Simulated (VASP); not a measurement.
Crystal: YS.

```
Y S
1.0
     0.00000    2.74365    2.74365
     2.74365    0.00000    2.74365
     2.74365    2.74365    0.00000
Y S
1 1
Direct
  0.50000 0.50000 0.50000
  0.00000 0.00000 0.00000
```

- Program: VASP 6.6.1
- Task: relaxation of cell and atoms
- Functional: LDA
- Potentials or basis: VASP PAW LDA potentials, release 64 (Y_sv, S)
- Cutoff: 350 eV
- k mesh: 6 × 6 × 6
- Occupations: gaussian, width 0.02 eV
- Spin: no spin polarisation

At the start: pressure -3.9 GPa; volume 20.65 Å³/atom.

**Question.** Where does the relaxation end?

**Answer.** Over 6 steps the energy falls by 9.9 meV/atom and the volume is 19.87 Å³/atom (-3.8 %); space group Fm-3m (No. 225, to 0.05 Å).

Step by step:
```tsv
step	energy change (eV)	largest force (eV/Å)	pressure (GPa)	volume (Å³)
1	0.0000	0.0000	-3.93	41.31
2	-0.0018	0.0000	4.26	38.35
3	-0.0198	0.0000	-0.02	39.75
4	-0.0198	0.0000	0.06	39.72
5	-0.0198	0.0000	-0.05	39.76
6	-0.0198	0.0000	0.00	39.75
```

Final structure:
```
Y S
1.0
     0.00000    2.70865    2.70865
     2.70865    0.00000    2.70865
     2.70865    2.70865    0.00000
Y S
1 1
Direct
  0.50000 0.50000 0.50000
  0.00000 0.00000 0.00000
```
